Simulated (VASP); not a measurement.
# Lattice of YAlBMo across functionals and dispersion corrections, part 4 of 4

Aim: relax YAlBMo with several functionals and dispersion schemes, and compare the cells. The cell is invented: it takes the structure of a Materials Project entry for YB2Mo (space group 38 there), with some of its atoms replaced by other elements, volume scaled by an estimate. It may not be a known or stable phase. LASPH is on for some levels and off for others; the table marks which.

VASP 6.6.1, plane waves and PAW; the level of theory is named at each step.

So far. Step 6 (Relaxation with PBEsol): It ends at 16.52 Å³/atom, -2.2 % from the start, with 0.01 GPa left. The conventional cell has a = 3.099, b = 3.136 and c = 13.599 Å. Step 7 (Relaxation with r2SCAN): It ends at 16.91 Å³/atom, +0.1 % from the start, with 0.01 GPa left. The conventional cell has a = 3.126, b = 3.164 and c = 13.679 Å.

### 8. Relaxation with PBE + D3(BJ)

This step: PBE with D3(BJ); plane waves and PAW (Mo_sv, Y_sv, Al, B); invented cell (VASP 6.6.1).

A dispersion term adds the long-range attraction that semilocal functionals lack. D3 with Becke-Johnson damping keeps a finite attraction at short range.

Contents of INCAR:

```
SYSTEM = YAlBMo
PREC = Accurate
ENCUT = 520
EDIFF = 1E-06
NELM = 100
ISMEAR = -1
SIGMA = 0.05
LREAL = .FALSE.
ALGO = Normal
GGA = PE
IVDW = 12
NBANDS = 21
LORBIT = 11
LWAVE = .FALSE.
LCHARG = .FALSE.
KPAR = 2
IBRION = 2
NSW = 60
ISIF = 3
EDIFFG = -0.01
```

Contents of POSCAR:

```
YAlBMo
1.0
    3.1396492491      0.0000000000      0.0000000000
    0.0000000000      1.5740369070      6.8384899503
    0.0000000000     -1.5740369070      6.8384899503
Mo Y Al B
1 1 1 1
Direct
    0.5000000000      0.8688044232      0.8688044232
    0.0000000000      0.2006907574      0.2006907574
    0.5000000000      0.5306142170      0.5306142170
    0.0000000000      0.3998906025      0.3998906025
```

Contents of KPOINTS:

```
Automatic mesh
0
Gamma
7 7 7
0 0 0
```

PAW data sets: Mo_sv, Y_sv, Al and B (PBE family, release 64).

The run is started by

```console
$ mpirun -np 2 vasp_std
```

The log of the run:

```text
[... set-up lines as in an earlier step ...]
 entering main loop
       N       E                     dE             d eps       ncg     rms          rms(c)
[... 14 cycles as in an earlier step ...]
   1 F= -.29919262E+02 E0= -.29909139E+02  d E =-.299193E+02
[... from here on, the cycles between the ionic steps are left out ...]
   2 F= -.29919994E+02 E0= -.29910267E+02  d E =-.732454E-03
   3 F= -.29944089E+02 E0= -.29934209E+02  d E =-.248278E-01
   4 F= -.29946111E+02 E0= -.29935928E+02  d E =-.202183E-02
   5 F= -.29946987E+02 E0= -.29936384E+02  d E =-.289760E-02
   6 F= -.29947019E+02 E0= -.29936319E+02  d E =-.292922E-02
   7 F= -.29947479E+02 E0= -.29936765E+02  d E =-.459885E-03
   8 F= -.29947622E+02 E0= -.29936890E+02  d E =-.602954E-03
[...]
reached required accuracy - stopping structural energy minimisation
```

Wall time 3.9 min (2 MPI ranks of AMD EPYC 9R45, shared host); peak memory 0.73 GiB; 7.7 min of CPU time.

From OUTCAR (step 8):

```text
 Edisp (eV)   -1.61288

 Edisp (eV)   -1.61396

  Total       0.01640     0.03576    -0.01342     0.00000     0.00000     0.00000
  in kB       0.40008     0.87235    -0.32743     0.00000     0.00000     0.00000
  external pressure =        0.31 kB  Pullay stress =        0.00 kB

 POSITION                                       TOTAL-FORCE (eV/Angst)
 -----------------------------------------------------------------------------------
      1.54967      0.00000     11.73793         0.000000      0.000000     -0.002933
      0.00000      0.00000      2.68759         0.000000      0.000000      0.006537
      1.54967      0.00000      7.15684         0.000000      0.000000      0.004733
      0.00000      0.00000      5.38197         0.000000      0.000000     -0.008337
 -----------------------------------------------------------------------------------
    total drift:                                0.000000     -0.000000     -0.000006

  FREE ENERGIE OF THE ION-ELECTRON SYSTEM (eV)
  ---------------------------------------------------
  free  energy   TOTEN  =       -29.9476215790 eV

  energy  without entropy=      -29.9261586274  energy(sigma->0) =      -29.93689010

[... 2 parts as in an earlier step ...]

[... 2 further parts left out ...]
[key lines of the parts left out:]
E-fermi :   7.0702
```

Dispersion corrections of this kind ignore metallic screening and tend to overbind metals.

It ends at 16.42 Å³/atom, -2.8 % from the start, with 0.03 GPa left. The conventional cell has a = 3.099, b = 3.143 and c = 13.482 Å. Against plain PBE, the dispersion term moves a by -0.9 %, b by -0.8 % and c by -1.6 %.

### 9. Relaxation with vdW-DF

This step: vdW-DF; plane waves and PAW (Mo_sv, Y_sv, Al, B); invented cell (VASP 6.6.1).

The first vdW-DF uses revPBE exchange and tends to overestimate distances. LUSE_VDW switches on a nonlocal correlation term for dispersion.

Edit INCAR of step 8 so:

```diff
@@ -9,4 +9,6 @@
 ALGO = Normal
-GGA = PE
-IVDW = 12
+GGA = RE
+AGGAC = 0
+LUSE_VDW = .TRUE.
+LASPH = .TRUE.
 NBANDS = 21
```

POSCAR is that of step 8.

KPOINTS is that of step 8.

The run is started by

```console
$ mpirun -np 2 vasp_std
```

The log of the run:

```text
[banner, memory and clock lines left out]
running    2 mpi-ranks, on    1 nodes
[...]
|                                                                             |
|               ----> ADVICE to this user running VASP <----                  |
|                                                                             |
|     You have switched on vdW-DFT.                                           |
|     This routine was written and supplied by Jiri Klimes. We recommend      |
|     that you carefully read and cite the following publications:            |
|       J. Klimes, D.R. Bowler, A. Michelides                                 |
|          J. Phys.: Cond Matt. 22 022201 (2010)                              |
|       J. Klimes, D.R. Bowler, A. Michelides                                 |
|          Phys. Rev. B. 83, 195131 (2011)                                    |
|     and references therein.                                                 |
|                                                                             |

[...]
DAV:   3    -0.208700757757E+02   -0.10926E+02   -0.10532E+02  4784   0.619E+01
DAV:   4    -0.211089073548E+02   -0.23883E+00   -0.23809E+00  3277   0.782E+00
[...]
DAV:  14    -0.182635948823E+02   -0.34038E-05   -0.10756E-05  3435   0.213E-02    0.908E-03
DAV:  15    -0.182635960137E+02   -0.11314E-05   -0.15339E-06  2725   0.764E-03    0.385E-03
DAV:  16    -0.182635960467E+02   -0.32974E-07   -0.37164E-07  1679   0.388E-03
   1 F= -.18263596E+02 E0= -.18253358E+02  d E =-.182636E+02
[... from here on, the cycles between the ionic steps are left out ...]
   2 F= -.18274275E+02 E0= -.18263080E+02  d E =-.106785E-01
   3 F= -.18292434E+02 E0= -.18281694E+02  d E =-.288376E-01
   4 F= -.18296322E+02 E0= -.18285336E+02  d E =-.388807E-02
   5 F= -.18297119E+02 E0= -.18285839E+02  d E =-.468541E-02
   6 F= -.18297720E+02 E0= -.18286338E+02  d E =-.601256E-03
   7 F= -.18297868E+02 E0= -.18286332E+02  d E =-.748899E-03
   8 F= -.18297884E+02 E0= -.18286382E+02  d E =-.764666E-03
   9 F= -.18298109E+02 E0= -.18286554E+02  d E =-.225066E-03
  10 F= -.18298115E+02 E0= -.18286548E+02  d E =-.231586E-03
  11 F= -.18298159E+02 E0= -.18286527E+02  d E =-.434881E-04
  12 F= -.18298176E+02 E0= -.18286565E+02  d E =-.603337E-04
[...]
reached required accuracy - stopping structural energy minimisation
```

Run time: 13 min. Hardware: 2 MPI ranks; peak memory 1.4 GiB.

Parts of OUTCAR (step 9):

```text
  Total       -0.0192892     -0.0119309     -0.0077425      0.0000000      0.0000000      0.0000000
  in kB       -0.4425996     -0.2737597     -0.1776555      0.0000000      0.0000000      0.0000000
  external PRESSURE =      -0.2980049 kB  Pullay stress =       0.0000000 kB

 POSITION                                       TOTAL-FORCE (eV/Angst)
 -----------------------------------------------------------------------------------
      1.58112      0.00000     11.98961         0.000000      0.000000     -0.002545
      0.00000      0.00000      2.74891         0.000000      0.000000     -0.001357
      1.58112      0.00000      7.30036         0.000000      0.000000      0.002777
      0.00000      0.00000      5.48015         0.000000      0.000000      0.001125
 -----------------------------------------------------------------------------------
    total drift:                                0.000000     -0.000000      0.000551

  FREE ENERGIE OF THE ION-ELECTRON SYSTEM (eV)
  ---------------------------------------------------
  free  energy   TOTEN  =       -18.2981756466 eV

  energy  without entropy=      -18.2749534512  energy(sigma->0) =      -18.28656455

[... 2 parts as in an earlier step ...]

[... 2 further parts left out ...]
[key lines of the parts left out:]
E-fermi :   6.5904
```

It ends at 17.46 Å³/atom, +3.3 % from the start, with -0.03 GPa left. The conventional cell has a = 3.162, b = 3.210 and c = 13.760 Å.

### 10. Relaxation with PBEsol + D3(BJ)

This step: PBEsol with D3(BJ); plane waves and PAW (Mo_sv, Y_sv, Al, B); invented cell (VASP 6.6.1).

Edit INCAR of step 9 so:

```diff
@@ -9,6 +9,4 @@
 ALGO = Normal
-GGA = RE
-AGGAC = 0
-LUSE_VDW = .TRUE.
-LASPH = .TRUE.
+GGA = PS
+IVDW = 12
 NBANDS = 21
```

POSCAR is that of step 9.

KPOINTS is that of step 9.

The run is started by

```console
$ mpirun -np 2 vasp_std
```

The log of the run:

```text
[... set-up lines as in an earlier step ...]
 entering main loop
       N       E                     dE             d eps       ncg     rms          rms(c)
[... 14 cycles as in an earlier step ...]
   1 F= -.31833502E+02 E0= -.31823391E+02  d E =-.318335E+02
[... from here on, the cycles between the ionic steps are left out ...]
   2 F= -.31813989E+02 E0= -.31804613E+02  d E =0.195134E-01
   3 F= -.31917556E+02 E0= -.31907965E+02  d E =-.840537E-01
   4 F= -.31917559E+02 E0= -.31907975E+02  d E =-.840566E-01
   5 F= -.31918960E+02 E0= -.31909038E+02  d E =-.140085E-02
   6 F= -.31919480E+02 E0= -.31908999E+02  d E =-.192102E-02
   7 F= -.31919501E+02 E0= -.31909121E+02  d E =-.194188E-02
   8 F= -.31919962E+02 E0= -.31909536E+02  d E =-.461420E-03
   9 F= -.31920001E+02 E0= -.31909560E+02  d E =-.500701E-03
  10 F= -.31920003E+02 E0= -.31909608E+02  d E =-.152443E-05
  11 F= -.31920056E+02 E0= -.31909638E+02  d E =-.547643E-04
  12 F= -.31920062E+02 E0= -.31909641E+02  d E =-.617573E-05
 trial-energy change:   -0.000006  1 .order   -0.000006   -0.000011   -0.000001
 step:   1.1665(harm=  1.1665)  dis= 0.00066  next Energy=   -31.920062 (dE=-0.631E-05)
 reached required accuracy - stopping structural energy minimisation
```

Elapsed: 6 min, on 2 MPI ranks; peak memory 0.74 GiB.

Parts of OUTCAR (step 10):

```text
 Edisp (eV)   -1.63419

 Edisp (eV)   -1.63412

  Total       0.00191     0.00521     0.00068     0.00000     0.00000     0.00000
  in kB       0.04781     0.13059     0.01697     0.00000     0.00000     0.00000
  external pressure =        0.07 kB  Pullay stress =        0.00 kB

 POSITION                                       TOTAL-FORCE (eV/Angst)
 -----------------------------------------------------------------------------------
      1.53646      0.00000     11.63613         0.000000      0.000000      0.000908
      0.00000      0.00000      2.67268         0.000000      0.000000      0.000709
      1.53646      0.00000      7.10388         0.000000      0.000000      0.001562
      0.00000      0.00000      5.33950         0.000000      0.000000     -0.003178
 -----------------------------------------------------------------------------------
    total drift:                                0.000000     -0.000000     -0.000475

  FREE ENERGIE OF THE ION-ELECTRON SYSTEM (eV)
  ---------------------------------------------------
  free  energy   TOTEN  =       -31.9200622346 eV

  energy  without entropy=      -31.8992206758  energy(sigma->0) =      -31.90964146

[... 2 parts as in an earlier step ...]

[... 2 further parts left out ...]
[key lines of the parts left out:]
E-fermi :   7.2053
```

It ends at 15.99 Å³/atom, -5.4 % from the start, with 0.01 GPa left. The conventional cell has a = 3.073, b = 3.112 and c = 13.376 Å. Against plain PBEsol, the dispersion term moves a by -0.9 %, b by -0.7 % and c by -1.6 %.

### 11. Relaxation with RPBE

This step: RPBE; plane waves and PAW (Mo_sv, Y_sv, Al, B); invented cell (VASP 6.6.1).

RPBE by itself binds more weakly than PBE and expands cells.

Edit INCAR of step 10 so:

```diff
@@ -9,4 +9,3 @@
 ALGO = Normal
-GGA = PS
-IVDW = 12
+GGA = RP
 NBANDS = 21
```

POSCAR is that of step 10.

KPOINTS is that of step 10.

The run is started by

```console
$ mpirun -np 2 vasp_std
```

The log of the run:

```text
[... set-up lines as in an earlier step ...]
 entering main loop
       N       E                     dE             d eps       ncg     rms          rms(c)
DAV:   1     0.215068654186E+03    0.21507E+03   -0.16646E+04  2712   0.140E+03
DAV:   2    -0.187389836358E+02   -0.23381E+03   -0.22601E+03  3085   0.370E+02
DAV:   3    -0.294423008791E+02   -0.10703E+02   -0.10383E+02  4771   0.618E+01
DAV:   4    -0.296692577700E+02   -0.22696E+00   -0.22626E+00  3249   0.766E+00
[...]
DAV:  12    -0.268717300677E+02    0.68004E-04   -0.40239E-04  3284   0.127E-01    0.584E-02
DAV:  13    -0.268717191779E+02    0.10890E-04   -0.40100E-05  3305   0.439E-02    0.200E-02
DAV:  14    -0.268717187905E+02    0.38748E-06   -0.45756E-06  3283   0.137E-02
   1 F= -.26871719E+02 E0= -.26861596E+02  d E =-.268717E+02
[... from here on, the cycles between the ionic steps are left out ...]
   2 F= -.26881207E+02 E0= -.26870570E+02  d E =-.948787E-02
   3 F= -.26886602E+02 E0= -.26876196E+02  d E =-.148831E-01
   4 F= -.26890843E+02 E0= -.26880323E+02  d E =-.424135E-02
   5 F= -.26891370E+02 E0= -.26880714E+02  d E =-.476829E-02
   6 F= -.26891840E+02 E0= -.26881129E+02  d E =-.469556E-03
   7 F= -.26891871E+02 E0= -.26881057E+02  d E =-.501239E-03
   8 F= -.26891943E+02 E0= -.26881177E+02  d E =-.573230E-03
   9 F= -.26892078E+02 E0= -.26881282E+02  d E =-.134630E-03
  10 F= -.26892078E+02 E0= -.26881281E+02  d E =-.135047E-03
  11 F= -.26892105E+02 E0= -.26881255E+02  d E =-.267194E-04
 trial-energy change:   -0.000027  1 .order   -0.000033   -0.000094    0.000027
 step:   0.8446(harm=  0.9238)  dis= 0.00099  next Energy=   -26.892109 (dE=-0.309E-04)
 reached required accuracy - stopping structural energy minimisation
```

Run time: 5.4 min. Hardware: 2 MPI ranks; peak memory 0.72 GiB; 11 min of CPU time.

Parts of OUTCAR (step 11):

```text
  Total       -0.0214961     -0.0115534     -0.0170301      0.0000000      0.0000000      0.0000000
  in kB       -0.4974734     -0.2673749     -0.3941182      0.0000000      0.0000000      0.0000000
  external PRESSURE =      -0.3863222 kB  Pullay stress =       0.0000000 kB

 POSITION                                       TOTAL-FORCE (eV/Angst)
 -----------------------------------------------------------------------------------
      1.57344      0.00000     12.01980         0.000000      0.000000      0.003827
      0.00000      0.00000      2.76890         0.000000      0.000000     -0.006636
      1.57344      0.00000      7.31345         0.000000      0.000000     -0.001865
      0.00000      0.00000      5.49071         0.000000      0.000000      0.004674
 -----------------------------------------------------------------------------------
    total drift:                                0.000000      0.000000      0.000035

  FREE ENERGIE OF THE ION-ELECTRON SYSTEM (eV)
  ---------------------------------------------------
  free  energy   TOTEN  =       -26.8921052050 eV

  energy  without entropy=      -26.8704056226  energy(sigma->0) =      -26.88125541

[... 2 parts as in an earlier step ...]

[... 2 further parts left out ...]
[key lines of the parts left out:]
E-fermi :   6.7005
```

It ends at 17.31 Å³/atom, +2.4 % from the start, with -0.04 GPa left. The conventional cell has a = 3.147, b = 3.189 and c = 13.796 Å.

### 12. Relaxation with BEEF-vdW

This step: BEEF-vdW; plane waves and PAW (Mo_sv, Y_sv, Al, B); invented cell (VASP 6.6.1).

BEEF-vdW is fitted to surface and molecular data.

Edit INCAR of step 11 so:

```diff
@@ -9,3 +9,6 @@
 ALGO = Normal
-GGA = RP
+GGA = BF
+LUSE_VDW = .TRUE.
+ZAB_VDW = -1.8867
+LASPH = .TRUE.
 NBANDS = 21
```

POSCAR is that of step 11.

KPOINTS is that of step 11.

The run is started by

```console
$ mpirun -np 2 vasp_std
```

The log of the run:

```text
[banner, memory and clock lines left out]
running    2 mpi-ranks, on    1 nodes
[...]
**************************************************************************
     Initializing libbeef V0.1.3 with the BEEF-vdW functional.
     **************************************************************************

 [... a notice as in an earlier step ...]

 [... a notice as in an earlier step ...]

 LDA part: xc-table for (Slater+PW92), standard interpolation
 POSCAR, INCAR and KPOINTS ok, starting setup
[...]
entering main loop
       N       E                     dE             d eps       ncg     rms          rms(c)
DAV:   1     0.221633920010E+03    0.22163E+03   -0.16729E+04  2720   0.140E+03
DAV:   2    -0.120745699344E+02   -0.23371E+03   -0.22582E+03  3069   0.371E+02
DAV:   3    -0.229152466192E+02   -0.10841E+02   -0.10510E+02  4763   0.620E+01
DAV:   4    -0.231504207774E+02   -0.23517E+00   -0.23449E+00  3244   0.782E+00
[...]
DAV:  13    -0.206337218006E+02    0.88119E-05   -0.97992E-05  3605   0.604E-02    0.419E-02
DAV:  14    -0.206337197203E+02    0.20803E-05   -0.11482E-05  3381   0.220E-02    0.694E-03
DAV:  15    -0.206337205936E+02   -0.87328E-06   -0.14128E-06  2668   0.735E-03
   1 F= -.20633721E+02 E0= -.20623509E+02  d E =-.206337E+02
[... from here on, the cycles between the ionic steps are left out ...]
   2 F= -.20639013E+02 E0= -.20628480E+02  d E =-.529241E-02
   3 F= -.20639532E+02 E0= -.20628763E+02  d E =-.581158E-02
   4 F= -.20640090E+02 E0= -.20629202E+02  d E =-.557352E-03
   5 F= -.20640181E+02 E0= -.20629332E+02  d E =-.648872E-03
   6 F= -.20640536E+02 E0= -.20629611E+02  d E =-.355392E-03
   7 F= -.20640582E+02 E0= -.20629603E+02  d E =-.401017E-03
   8 F= -.20640681E+02 E0= -.20629650E+02  d E =-.985576E-04
 trial-energy change:   -0.000099  1 .order   -0.000102   -0.000170   -0.000033
 step:   1.4305(harm=  1.4305)  dis= 0.00242  next Energy=   -20.640688 (dE=-0.106E-03)
 reached required accuracy - stopping structural energy minimisation
```

The job ended after 9.3 min (2 MPI ranks; peak memory 1.4 GiB).

Parts of OUTCAR (step 12):

```text
  Total        0.0083341      0.0090124     -0.0268697      0.0000000      0.0000000      0.0000000
  in kB        0.1967861      0.2128024     -0.6344520      0.0000000      0.0000000      0.0000000
  external PRESSURE =      -0.0749545 kB  Pullay stress =       0.0000000 kB

 POSITION                                       TOTAL-FORCE (eV/Angst)
 -----------------------------------------------------------------------------------
      1.56506      0.00000     11.88952         0.000000      0.000000     -0.002575
      0.00000      0.00000      2.72996         0.000000      0.000000      0.003747
      1.56506      0.00000      7.24279         0.000000      0.000000      0.002031
      0.00000      0.00000      5.44402         0.000000      0.000000     -0.003203
 -----------------------------------------------------------------------------------
    total drift:                                0.000000      0.000000      0.000188

  FREE ENERGIE OF THE ION-ELECTRON SYSTEM (eV)
  ---------------------------------------------------
  free  energy   TOTEN  =       -20.6406806208 eV

  energy  without entropy=      -20.6186185083  energy(sigma->0) =      -20.62964956

[... 2 parts as in an earlier step ...]

[... 2 further parts left out ...]
[key lines of the parts left out:]
E-fermi :   6.5553
```

It ends at 16.96 Å³/atom, +0.4 % from the start, with -0.01 GPa left. The conventional cell has a = 3.130, b = 3.175 and c = 13.653 Å.

### 13. The cells as a table

This step: relaxed cells at several levels; plane waves and PAW; invented cell (VASP 6.6.1).

Derived from the runs above.

Lengths are those of the conventional cell; cost is the wall time of each run, as given at its step, times its ranks, without the set-up around it; LASPH differs between rows, which moves results and costs too. Results by level, by row:

| level | volume (Å³/atom) | change from the start (%) | a (Å) | b (Å) | c (Å) | cost (core minutes) | LASPH |
| --- | --- | --- | --- | --- | --- | --- | --- |
| PBE | 16.98 | 0.5 | 3.127 | 3.17 | 13.7 | 7.97 | off |
| LDA | 16.18 | -4.2 | 3.08 | 3.117 | 13.49 | 10.8 | off |
| PBEsol | 16.52 | -2.2 | 3.099 | 3.136 | 13.6 | 11.4 | off |
| r2SCAN | 16.91 | 0.1 | 3.126 | 3.164 | 13.68 | 35 | on |
| PBE + D3(BJ) | 16.42 | -2.8 | 3.099 | 3.143 | 13.48 | 7.77 | off |
| vdW-DF | 17.46 | 3.3 | 3.162 | 3.21 | 13.76 | 25.3 | on |
| PBEsol + D3(BJ) | 15.99 | -5.4 | 3.073 | 3.112 | 13.38 | 12 | off |
| RPBE | 17.31 | 2.4 | 3.147 | 3.189 | 13.8 | 10.8 | off |
| BEEF-vdW | 16.96 | 0.4 | 3.13 | 3.175 | 13.65 | 18.6 | on |

### 14. Summary of results

* volume, PBE: 16.98 Å³/atom
* volume, LDA: 16.18 Å³/atom
* volume, PBEsol: 16.52 Å³/atom
* volume, r2SCAN: 16.91 Å³/atom
* volume, PBE + D3(BJ): 16.42 Å³/atom
* volume, vdW-DF: 17.46 Å³/atom
* volume, PBEsol + D3(BJ): 15.99 Å³/atom
* volume, RPBE: 17.31 Å³/atom
* volume, BEEF-vdW: 16.96 Å³/atom

**Reading.** For YAlBMo the levels give volumes between 15.99 Å³/atom (PBEsol + D3(BJ)) and 17.46 Å³/atom (vdW-DF), a spread of 9.2 %, while the cost of the finished runs spans a factor of 4.5. The costs hold the number of ionic steps as well as the price of the functional. Adding D3(BJ) to PBE changes the volume by -3.3 % (a by -0.9 %, b by -0.8 % and c by -1.6 %). Adding D3(BJ) to PBEsol changes the volume by -3.2 % (a by -0.9 %, b by -0.7 % and c by -1.6 %). Pairwise corrections of the D and TS kind ignore the screening in a metal, so they may overbind here. Within 0.02 Å all end in space group Amm2; the runs can't lower the symmetry of the start. The k-sampling is coarse for a metal, so the Fermi level, pressures and the shape of the cell carry errors. LASPH is on for some levels and off for others, so differences between them are not the functional's alone. Each is a single relaxation on the plane waves of the start cell, so larger changes of volume carry a basis-set error that was not tested here. Zero-point and thermal expansion are not included. Nothing here tests the cell against competing phases.

[Lines on the potential files, build, host, timing and source positions are cut from VASP's logs without a mark.]

[Logs are printed without paths, hosts, clocks, repeated set-up lines and the standing remarks that a program may print on its own settings, such as how far it seeks lower states.]

[Hosts, paths, dates, database ids (printed as entryN), source tags and the programs' standing remarks are cut or masked in the printed files.]

[A measured line is paired with the nearest computed mode of its activity, which favours agreement.]
